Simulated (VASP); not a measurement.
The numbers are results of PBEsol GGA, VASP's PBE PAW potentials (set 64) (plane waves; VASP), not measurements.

A VASP calculation is set up with these files.

### INCAR
```
SYSTEM=HfC
EDIFF=1E-7
LREAL=.FALSE.
ISMEAR=-5   ! tetrahedra, Bloechl
LCHARG=.TRUE.
ALGO=Normal
LMAXMIX=6
LORBIT=11   ! lm-projected
PREC=Accurate
GGA=PS
NEDOS=601   ! DOS grid
ENCUT=520   ! plane-wave cut-off (eV)
LASPH=.TRUE.
ISIF=2   ! forces and stress, cell fixed
NELM=100
LWAVE=.FALSE.
```

KPOINTS:
```
kpoints
0
Gamma
 10 10 10
```

**POSCAR**
```
HfC
1
    0.0000000000     2.4967085531     2.4967085531
    2.4967085531     0.0000000000     2.4967085531
    2.4967085531     2.4967085531     0.0000000000
Hf C
1 1
Direct
  0.0000000000   0.0000000000   0.0000000000
  0.2500000000   0.2500000000   0.2500000000
```

POTCAR, in this order: Hf_pv C (PBE.64 set). Program: vasp_std.

What VASP printed:

### OUTCAR
```
 ion  position               nearest neighbor table
   1  0.000  0.000  0.000-   2 2.16   2 2.16   2 2.16   2 2.16
   2  0.250  0.250  0.250-   1 2.16   1 2.16   1 2.16   1 2.16
  LATTYP: Found a face centered cubic cell.
 ALAT       =     4.9934171062
 Subroutine PRICEL returns:
 Original cell was already a primitive cell.
 Subroutine GETGRP returns: Found 24 space group operations
The static configuration has the point symmetry T_d .
The dynamic configuration has the point symmetry T_d .
 Subroutine INISYM returns: Found 24 space group operations
 Subroutine IBZKPT returns following result:
 Found     47 irreducible k-points:

 Following reciprocal coordinates:
            Coordinates               Weight
  0.000000  0.000000  0.000000      1.000000
  0.100000  0.000000  0.000000      8.000000
  0.200000  0.000000  0.000000      8.000000
  0.300000  0.000000  0.000000      8.000000
  0.400000  0.000000  0.000000      8.000000
  0.500000  0.000000  0.000000      4.000000
  0.100000  0.100000  0.000000      6.000000
  0.200000  0.100000  0.000000     24.000000
  0.300000  0.100000  0.000000     24.000000
  0.400000  0.100000  0.000000     24.000000
  0.500000  0.100000  0.000000     24.000000
 -0.400000  0.100000  0.000000     24.000000
 -0.300000  0.100000  0.000000     24.000000
 -0.200000  0.100000  0.000000     24.000000
 -0.100000  0.100000  0.000000     12.000000
  0.200000  0.200000  0.000000      6.000000
  0.300000  0.200000  0.000000     24.000000
  0.400000  0.200000  0.000000     24.000000
  0.500000  0.200000  0.000000     24.000000
 -0.400000  0.200000  0.000000     24.000000
 -0.300000  0.200000  0.000000     24.000000
 -0.200000  0.200000  0.000000     12.000000
  0.300000  0.300000  0.000000      6.000000
  0.400000  0.300000  0.000000     24.000000
...
```

File OSZICAR:
```
       N       E                     dE             d eps       ncg     rms          rms(c)
DAV:   1     0.271144882602E+02    0.27114E+02   -0.77242E+03  1034   0.118E+03
DAV:   2    -0.226601931102E+02   -0.49775E+02   -0.47612E+02  1362   0.216E+02
DAV:   3    -0.248324374521E+02   -0.21722E+01   -0.21596E+01  1276   0.351E+01
DAV:   4    -0.248585568569E+02   -0.26119E-01   -0.26106E-01  1263   0.434E+00
DAV:   5    -0.248589723085E+02   -0.41545E-03   -0.41542E-03  1394   0.484E-01    0.577E+01
DAV:   6    -0.207437190270E+02    0.41153E+01   -0.22318E+01  1160   0.258E+01    0.368E+01
DAV:   7    -0.207271696635E+02    0.16549E-01   -0.75859E-01  1259   0.705E+00    0.227E+01
DAV:   8    -0.207207977726E+02    0.63719E-02   -0.64617E-02  1210   0.213E+00    0.616E+00
DAV:   9    -0.207136962106E+02    0.71016E-02   -0.32038E-02  1208   0.972E-01    0.122E+00
DAV:  10    -0.207135437220E+02    0.15249E-03   -0.87865E-04  1269   0.247E-01    0.332E-01
DAV:  11    -0.207135477980E+02   -0.40760E-05   -0.18557E-04  1288   0.102E-01    0.422E-02
DAV:  12    -0.207135437390E+02    0.40590E-05   -0.21020E-05  1270   0.348E-02    0.482E-02
DAV:  13    -0.207135432442E+02    0.49476E-06   -0.11143E-06  1229   0.107E-02    0.633E-03
DAV:  14    -0.207135432536E+02   -0.94103E-08   -0.33007E-08   814   0.150E-03
   1 F= -.20713543E+02 E0= -.20713543E+02  d E =0.000000E+00
```

OUTCAR:
```
------------------------ aborting loop because EDIFF is reached ----------------------------------------
  FORCE on cell =-STRESS in cart. coord.  units (eV):
  Direction    XX          YY          ZZ          XY          YZ          ZX
  --------------------------------------------------------------------------------------
  Total        0.0173906      0.0173906      0.0173906      0.0000000      0.0000000     -0.0000000
  in kB        0.8951403      0.8951403      0.8951403      0.0000000      0.0000000     -0.0000000
  external PRESSURE =       0.8951403 kB  Pullay stress =       0.0000000 kB
  volume of cell :       31.13
      direct lattice vectors                 reciprocal lattice vectors
     0.000000000  2.496708553  2.496708553    -0.200263663  0.200263663  0.200263663
     2.496708553  0.000000000  2.496708553     0.200263663 -0.200263663  0.200263663
     2.496708553  2.496708553  0.000000000     0.200263663  0.200263663 -0.200263663
 POSITION                                       TOTAL-FORCE (eV/Angst)
 -----------------------------------------------------------------------------------
      0.00000      0.00000      0.00000        -0.000000     -0.000000     -0.000000
      1.24835      1.24835      1.24835         0.000000      0.000000      0.000000
 -----------------------------------------------------------------------------------
    total drift:                               -0.000000     -0.000000     -0.000000
  FREE ENERGIE OF THE ION-ELECTRON SYSTEM (eV)
  ---------------------------------------------------
  free  energy   TOTEN  =       -20.7135432536 eV

  energy  without entropy=      -20.7135432536  energy(sigma->0) =      -20.71354325

 total charge

# of ion       s       p       d       tot
------------------------------------------
    1        0.365   6.556   1.697   8.619
    2        0.886   1.555   0.000   2.441
--------------------------------------------------
tot          1.251   8.111   1.697  11.060
```
(Selected blocks of OUTCAR.)

The structure was generated: HfC was put into the zinc blende type (F-43m), which need not be its known phase. It was relaxed first, which changed the volume by -36 %.
